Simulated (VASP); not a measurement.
Energy against volume of Ni (fcc). Computed with PW91 GGA, VASP's PBE PAW potentials (set 64) (plane waves; VASP). Run with 520 eV cut-off, 18×18×18 Γ-centred mesh, first-order Methfessel-Paxton smearing of 0.10 eV, potentials Ni.

```tsv
V (Å³/atom)	E (eV/atom)
10.556	-5.45930
10.882	-5.46605
11.209	-5.46065
11.535	-5.44507
```

Q: Fit these four points and predict the energy of the run at 10.229 Å³/atom.

A: A cubic in V^(−2/3), the third-order Birch-Murnaghan form, passes through the four points with V0 = 10.89 Å³/atom and B0 = 197 GPa, and gives -5.4381 eV/atom there. The run gave -5.4380 eV/atom, +0.0 meV/atom from the fit; all five points give B0 = 198 GPa.

The compound is Ni in the fcc structure. It was relaxed first.
